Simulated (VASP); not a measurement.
VASP runs on Ga2O3 (space group C2/m) share one base input (PBE GGA, plane waves, VASP's PBE PAW potentials (set 64)) and change the settings named in each case.

### POSCAR
```
Ga2O3
1
    6.0088340000    -1.4911760000     0.0000000000
    6.0088340000     1.4911760000     0.0000000000
   -1.3545070000     0.0000000000     5.5294330000
Ga O
4 6
Direct
  0.3411600000   0.3411600000   0.6852700000
  0.6588400000   0.6588400000   0.3147300000
  0.9095300000   0.9095300000   0.2052100000
  0.0904700000   0.0904700000   0.7947900000
  0.5035300000   0.5035300000   0.7433400000
  0.4964700000   0.4964700000   0.2566600000
  0.8266300000   0.8266300000   0.4367700000
  0.1733700000   0.1733700000   0.5632300000
  0.1645000000   0.1645000000   0.1091500000
  0.8355000000   0.8355000000   0.8908500000
```

### INCAR
```
# general
SYSTEM  = Ga2O3
PREC    = Accurate
ENCUT   = 400   # plane-wave cut-off (eV)
LREAL   = F
LASPH   = T

# electronic loop
EDIFF   = 1E-6   # SCF stop (eV)
NELM    = 100   # most electronic steps
ALGO    = Normal
LMAXMIX = 4   # l cut-off of mixed one-centre charges

# smearing
ISMEAR  = 0
SIGMA   = 0.01

# functional
GGA     = PE   # PBE

# ions
ISIF    = 2

# output
LWAVE   = F
LCHARG  = F
```

### KPOINTS
```
Automatic mesh
0
gamma
 6 6 3
```

POTCAR, in this order: Ga_d O (PBE.64 set). Program: vasp_std.

| change | E(σ→0) (eV/atom) | pressure (GPa) | largest force (eV/Å) | −TS (eV) |
|---|---|---|---|---|
| base run | -5.9078 | 17.02 | 0.546 | 0.0000 |
| EDIFF = 1E-09, ENCUT = 560, KPOINTS 9×9×5 Γ-centred mesh | -5.8962 | 23.02 | 0.555 | 0.0000 |
| ENCUT = 240, ISMEAR = 1, SIGMA = 0.2, KPOINTS 1×1×1 Γ-centred mesh shifted by (0.5, 0.5, 0.5) | -5.2258 | -83.54 | 1.592 | 0.0116 |
| EDIFF = 1E-03, ENCUT = 320, ISMEAR = 1, SIGMA = 0.272, KPOINTS 2×2×2 Γ-centred mesh | -5.8666 | -7.85 | 0.518 | 0.0175 |
| ENCUT = 200, SIGMA = 0.136, KPOINTS 2×2×2 Γ-centred mesh | -5.8288 | -220.54 | 1.082 | 0.0000 |
| ISMEAR = 1, SIGMA = 0.136, KPOINTS 4×4×4 Γ-centred mesh | -5.9064 | 17.04 | 0.541 | 0.0059 |
 Energies of different potentials or functionals have different zeros.  At 400 eV the pressure can carry a Pulay error.

Left out are runs that ran out of time, are held back, or changed the cell or the kind of run, fixed moments of cells without a moment, rows past the twelfth, gaps on odd meshes, pressures of charged cells and columns that move by less than the noise.

The structure comes from a computed database's Ga2O3 entry; how it stands against other phases isn't given here. The cell was not relaxed at this level, forces remain on its atoms, its lattice was scaled by up to 2.5 %.
